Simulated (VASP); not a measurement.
VASP ran on this input.

INCAR:
```
ALGO = Normal
EDIFF = 1E-6
EDIFFG = -0.01
ENCUT = 400
IBRION = 2
ISIF = 3
ISMEAR = 1
LASPH = .True.
LCHARG = .False.
LMAXMIX = 4
LMIXTAU = .True.
LREAL = .False.
LWAVE = .False.
METAGGA = R2SCAN
NELM = 100
NSW = 60
PREC = Accurate
SIGMA = 0.1
SYSTEM = SnTe
```

**POSCAR**
```
SnTe
1
    4.2666655608     0.0000000155     0.0000000000
   -2.1333322538     3.6950410408    -0.0000000000
   -0.0000000000     0.0000000000     4.1359316867
Sn Te
1 1
Direct
  0.0000000000   0.0000000000   0.0000000000
  0.6666670000   0.3333330000   0.5000000000
```

KPOINTS:
```
K-points
0
gamma
 9 9 8
```

POTCAR, in this order: Sn_d Te (PBE.64 set). Program: vasp_std.

Question: Write an equivalent input for Ansatz.

Answer: One equivalent input (not run):
Ansatz 0.2 input:
```yaml
crystal:
  lattice:
    - [4.2666656, 0.0000000, 0.0000000]
    - [-2.1333323, 3.6950410, 0.0000000]
    - [0.0000000, 0.0000000, 4.1359317]
  atoms:
    - { symbol: Sn, position: [0.0000000, 0.0000000, 0.0000000] }
    - { symbol: Te, position: [0.6666670, 0.3333330, 0.5000000] }
kpoints:
  mp_grid: { grid: [9, 9, 8] }
hamiltonian:
  xc: r2scan
  pseudopotentials: { kind: paw }
scf:
  occupations: { method: methfessel_paxton, width: 0.1 }
  max_iter: 100
relax:
  max_steps: 60
  f_tol: 0.01
  cell: {}
output: { forces: true, stress: true, eigenvalues: true }
```
What does not carry over: each code has its own PAW files, so the cut-off isn't converted (ENCUT is set for VASP's; basis.ecutwfc is left out, and Ansatz then takes the one that its files recommend); Ansatz stops its SCF on the density residual and VASP on the energy change (EDIFF).

The structure was generated: SnTe was put into the WC type (P-6m2), which need not be its known phase. This run relaxes it. Symmetry was kept, so distortions that lower it aren't found. The start is the result of an earlier pass.
